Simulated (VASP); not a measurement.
The system is Al3BiO3.

```
CELL_PARAMETERS angstrom
9.35801 0.00000 0.00000
0.00000 3.08283 0.00000
-3.52618 0.00000 8.66993
ATOMIC_POSITIONS crystal
Al 0.30854 0.75000 0.66335
Al 0.17206 0.25000 0.33952
Al 0.36723 0.75000 0.16736
Al 0.69146 0.25000 0.33665
Al 0.63277 0.25000 0.83264
Al 0.82794 0.75000 0.66048
Bi 0.84891 0.25000 0.14390
Bi 0.15109 0.75000 0.85610
O 0.27698 0.25000 0.55036
O 0.24938 0.75000 0.28472
O 0.48282 0.25000 0.22971
O 0.72302 0.75000 0.44964
O 0.51718 0.75000 0.77029
O 0.75062 0.25000 0.71528
```

The cell was built by a generator and needn't be a form met in nature.

```yaml
Program: VASP 6.6.1
Task: relaxation of cell and atoms
Functional: PBE
Potentials_or_basis: VASP PAW PBE potentials, release 64 (Al, Bi_d, O)
Cutoff: 520 eV
k_mesh: 4 × 10 × 4
Occupations: gaussian, width 0.1 eV
Spin: no spin polarisation
```

At the start: pressure 0.3 GPa; volume 17.87 Å³/atom.

**Question.** Where does the relaxation end?

**Answer.** Over 42 steps the energy falls by 6.5 meV/atom and the volume is 17.73 Å³/atom (-0.7 %); space group P2_1/m (No. 11, to 0.05 Å).

Step by step:
| step | energy change (eV) | largest force (eV/Å) | pressure (GPa) | volume (Å³) |
| --- | --- | --- | --- | --- |
| 1 | 0.0000 | 0.2940 | 0.35 | 250.12 |
| 3 | -0.0457 | 0.2640 | 0.30 | 251.61 |
| 5 | -0.0592 | 0.0690 | -0.37 | 253.27 |
| 7 | -0.0627 | 0.0828 | 0.08 | 252.00 |
| 9 | -0.0664 | 0.1092 | -0.07 | 251.53 |
| 11 | -0.0686 | 0.0756 | -0.04 | 250.86 |
| 13 | -0.0703 | 0.0837 | 0.16 | 250.51 |
| 15 | -0.0717 | 0.0600 | -0.15 | 251.19 |
| 17 | -0.0730 | 0.0749 | -0.01 | 250.70 |
| 19 | -0.0751 | 0.0512 | 0.08 | 250.08 |
| 21 | -0.0762 | 0.0608 | 0.07 | 249.94 |
| 23 | -0.0771 | 0.1558 | -0.12 | 250.02 |
| 25 | -0.0791 | 0.0735 | -0.05 | 249.94 |
| 27 | -0.0831 | 0.1212 | -0.13 | 249.55 |
| 29 | -0.0868 | 0.0913 | -0.03 | 248.82 |
| 31 | -0.0877 | 0.0720 | 0.03 | 248.27 |
| 33 | -0.0901 | 0.0757 | -0.10 | 248.22 |
| 35 | -0.0908 | 0.0369 | 0.08 | 247.80 |
| 37 | -0.0912 | 0.0206 | 0.02 | 248.09 |
| 39 | -0.0912 | 0.0204 | -0.02 | 248.13 |
| 41 | -0.0913 | 0.0179 | 0.01 | 248.20 |
| 42 | -0.0914 | 0.0099 | -0.01 | 248.28 |

Final structure:
```xyz
14
Lattice="9.2544 0.0000 0.1692 0.0000 3.0498 0.0000 -3.3324 0.0000 8.7357" Properties=species:S:1:pos:R:3 pbc="T T T"
Al    0.5949    2.2873    5.9743
Al    0.4248    0.7624    3.1530
Al    2.8159    2.2873    1.5619
Al    5.3271    0.7624    2.9306
Al    3.1061    0.7624    7.3430
Al    5.4972    2.2873    5.7519
Bi    7.5103    0.7624    1.2743
Bi   -1.5883    2.2873    7.6306
O     0.6853    0.7624    4.9860
O     1.3793    2.2873    2.6809
O     3.7390    0.7624    2.0242
O     5.2367    2.2873    3.9189
O     2.1830    2.2873    6.8807
O     4.5427    0.7624    6.2240
```
